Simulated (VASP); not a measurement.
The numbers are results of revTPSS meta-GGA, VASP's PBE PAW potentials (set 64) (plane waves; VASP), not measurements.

VASP ran on this input.

**POSCAR**
```
Cu
1
    0.0000000000     1.7799191367     1.7799191367
    1.7799191367     0.0000000000     1.7799191367
    1.7799191367     1.7799191367     0.0000000000
Cu
1
Direct
  0.0000000000   0.0000000000   0.0000000000
```

File KPOINTS:
```
Automatic mesh
0
Gamma
17 17 17
0 0 0
```

### INCAR
```
ALGO = Normal
EDIFF = 1E-7
ENCUT = 520
ISIF = 2
ISMEAR = 1
LASPH = .True.
LCHARG = .False.
LMAXMIX = 4
LMIXTAU = .True.
LREAL = .False.
LWAVE = .False.
METAGGA = RTPSS
NELM = 100
PREC = Accurate
SIGMA = 0.1
SYSTEM = Cu
```

POTCAR, in this order: Cu (PBE.64 set). Program: vasp_std.

Output

OUTCAR:
```
 ion  position               nearest neighbor table
   1  0.000  0.000  0.000-
  LATTYP: Found a face centered cubic cell.
 ALAT       =     3.5598382734
 Subroutine PRICEL returns:
 Original cell was already a primitive cell.
 Subroutine GETGRP returns: Found 48 space group operations
The static configuration has the point symmetry O_h .
The dynamic configuration has the point symmetry O_h .
 Subroutine INISYM returns: Found 48 space group operations
 Subroutine IBZKPT returns following result:
 Found    165 irreducible k-points:

 Following reciprocal coordinates:
            Coordinates               Weight
  0.000000  0.000000  0.000000      1.000000
  0.058824  0.000000  0.000000      8.000000
  0.117647  0.000000  0.000000      8.000000
  0.176471  0.000000  0.000000      8.000000
  0.235294  0.000000  0.000000      8.000000
  0.294118  0.000000  0.000000      8.000000
  0.352941  0.000000  0.000000      8.000000
  0.411765  0.000000  0.000000      8.000000
  0.470588  0.000000  0.000000      8.000000
  0.058824  0.058824  0.000000      6.000000
...
```

File OSZICAR:
```
       N       E                     dE             d eps       ncg     rms          rms(c)
DAV:   1     0.596267418836E+02    0.59627E+02   -0.73633E+03  3018   0.275E+03
DAV:   2     0.911169978580E+01   -0.50515E+02   -0.48515E+02  3029   0.289E+02
DAV:   3     0.578311625954E+01   -0.33286E+01   -0.32719E+01  3627   0.116E+02
DAV:   4     0.572930222018E+01   -0.53814E-01   -0.53801E-01  3778   0.145E+01
DAV:   5     0.572850120379E+01   -0.80102E-03   -0.80101E-03  3906   0.154E+00    0.456E+00
DAV:   6     0.564542725588E+00   -0.51640E+01   -0.16414E+01  2970   0.850E+01    0.201E+00
DAV:   7     0.660142145926E+00    0.95599E-01   -0.30025E+00  3980   0.270E+01    0.457E-01
DAV:   8     0.576635698019E+00   -0.83506E-01   -0.21841E+00  3000   0.363E+01    0.162E+00
DAV:   9     0.639046168410E+00    0.62410E-01   -0.27858E-01  3520   0.125E+01    0.380E-01
DAV:  10     0.671445589330E+00    0.32399E-01   -0.84961E-02  3580   0.503E+00    0.521E-01
DAV:  11     0.671224425898E+00   -0.22116E-03   -0.15165E-03  4215   0.517E-01    0.592E-01
DAV:  12     0.679394453878E+00    0.81700E-02   -0.40795E-02  3153   0.528E+00    0.873E-02
DAV:  13     0.679523267354E+00    0.12881E-03   -0.32448E-03  3281   0.145E+00    0.471E-02
DAV:  14     0.679539177566E+00    0.15910E-04   -0.34294E-04  3269   0.469E-01    0.158E-03
DAV:  15     0.679538615124E+00   -0.56244E-06   -0.40416E-06  3623   0.449E-02    0.544E-03
DAV:  16     0.679538382775E+00   -0.23235E-06   -0.70703E-07  3113   0.205E-02    0.230E-03
DAV:  17     0.679537910638E+00   -0.47214E-06   -0.58627E-07  2131   0.166E-02    0.383E-04
DAV:  18     0.679538029085E+00    0.11845E-06   -0.71557E-08  1562   0.633E-03    0.268E-04
DAV:  19     0.679537961948E+00   -0.67137E-07   -0.26811E-08  1549   0.454E-03
   1 F= 0.67953796E+00 E0= 0.67951767E+00  d E =0.608717E-04
```

File OUTCAR:
```
------------------------ aborting loop because EDIFF is reached ----------------------------------------
  FORCE on cell =-STRESS in cart. coord.  units (eV):
  Direction    XX          YY          ZZ          XY          YZ          ZX
  --------------------------------------------------------------------------------------
  Total       -0.0283748     -0.0283748     -0.0283748      0.0000000     -0.0000000      0.0000000
  in kB       -4.0309918     -4.0309918     -4.0309918      0.0000000     -0.0000000      0.0000000
  external PRESSURE =      -4.0309918 kB  Pullay stress =       0.0000000 kB
  volume of cell :       11.28
      direct lattice vectors                 reciprocal lattice vectors
     0.000000000  1.779919137  1.779919137    -0.280911638  0.280911638  0.280911638
     1.779919137  0.000000000  1.779919137     0.280911638 -0.280911638  0.280911638
     1.779919137  1.779919137  0.000000000     0.280911638  0.280911638 -0.280911638
 POSITION                                       TOTAL-FORCE (eV/Angst)
 -----------------------------------------------------------------------------------
      0.00000      0.00000      0.00000         0.000000      0.000000      0.000000
 -----------------------------------------------------------------------------------
    total drift:                                0.000000     -0.000000     -0.000000
  FREE ENERGIE OF THE ION-ELECTRON SYSTEM (eV)
  ---------------------------------------------------
  free  energy   TOTEN  =         0.6795379619 eV

  energy  without entropy=        0.6794770903  energy(sigma->0) =        0.67951767
```
(Selected blocks of OUTCAR.)

The compound is Cu in the fcc structure. It was relaxed first.
